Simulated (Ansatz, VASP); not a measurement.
## ScMnS3: VASP beside Ansatz

INCAR

```
PREC = Accurate ; ENCUT = 600
EDIFF = 1E-6 ; ISMEAR = 0
SIGMA = 0.1 ; LREAL = F
LASPH = T ; NELM = 150
ALGO = Normal ; ISIF = 3
LWAVE = F ; LCHARG = F
ISPIN = 2 ; MAGMOM = 0 4 0 0 0
LORBIT = 11 ; LMAXMIX = 4
GGA = PE ; IBRION = 2
NSW = 90 ; EDIFFG = -0.04
```

The input KPOINTS:

```
Automatic mesh
0
Gamma
  4 4 4
```

POSCAR

```
ScMnS3
1.0
    4.6713587000      0.0000000000      0.0000000000
    0.0000000000      4.6713587000      0.0000000000
    0.0000000000      0.0000000000      4.6713587000
Sc Mn S
1 1 3
Direct
    0.5000000000      0.5000000000      0.5000000000
    0.0000000000      0.0000000000      0.0000000000
    0.5000000000      0.0000000000      0.0000000000
    0.0000000000      0.5000000000      0.0000000000
    0.0000000000      0.0000000000      0.5000000000
```

Input for Ansatz:

```yaml
crystal:
  lattice:
    - [4.6713587, 0.0, 0.0]
    - [0.0, 4.6713587, 0.0]
    - [0.0, 0.0, 4.6713587]
  atoms:
    - { symbol: Sc, position: [0.5, 0.5, 0.5] }
    - { symbol: Mn, position: [0.0, 0.0, 0.0], spin: 4.0 }
    - { symbol: S, position: [0.5, 0.0, 0.0] }
    - { symbol: S, position: [0.0, 0.5, 0.0] }
    - { symbol: S, position: [0.0, 0.0, 0.5] }
basis:
  ecutwfc: 420
kpoints:
  mp_grid: { grid: [4, 4, 4] }
hamiltonian:
  xc: pbe
scf:
  occupations: { method: gaussian, width: 0.1 }
  lower_state_search: "off"
output:
  forces: true
  stress: true
  eigenvalues: true
  populations: true
magnetization:
  spin_polarized: true
relax:
  adjacent_minimum: "off"
  f_tol: 0.04
  max_steps: 70
  cell: { stress_tol: 0.4 }
```

Alike in both runs: task relaxation of cell and atoms; functional PBE; k mesh 4 × 4 × 4; occupations gaussian, width 0.1 eV; collinear spin.

```csv
,VASP,Ansatz
version,VASP 6.6.1,Ansatz 0.2.0
potentials or method,"VASP PAW PBE potentials, release 64 (Sc_sv, Mn_pv, S)","scalar-relativistic, plane waves, PAW"
plane-wave cutoff (eV),600,420
valence electrons in the cell,42,44
```

```csv
,VASP,Ansatz,Ansatz less VASP
"gap on the k mesh at the Fermi level, each at its own relaxed structure (eV)",none,none,-
net moment per atom (μB),0.69,0.69,-0.001
size of the moment on the site where the two differ most (μB),3.08,2.91,-0.177
relaxed volume (Å³/atom),18.65,18.60,-0.048
relaxed cell length with the largest relative difference (Å),4.534,4.530,-0.0039
energy change over the relaxation (meV/atom),-36,-36,0.0
```

Site moments also hang on the region over which each program counts them. A gap of «none» marks a metal or a gap that the smearing closes. The two sets of potentials don't hold the same shells in valence.

Caveats: a cell with one magnetic atom can't hold antiferromagnetic order, which such compounds often take; semilocal functionals often make such compounds metallic where correlation or magnetic order opens a gap, which also shifts bond lengths.
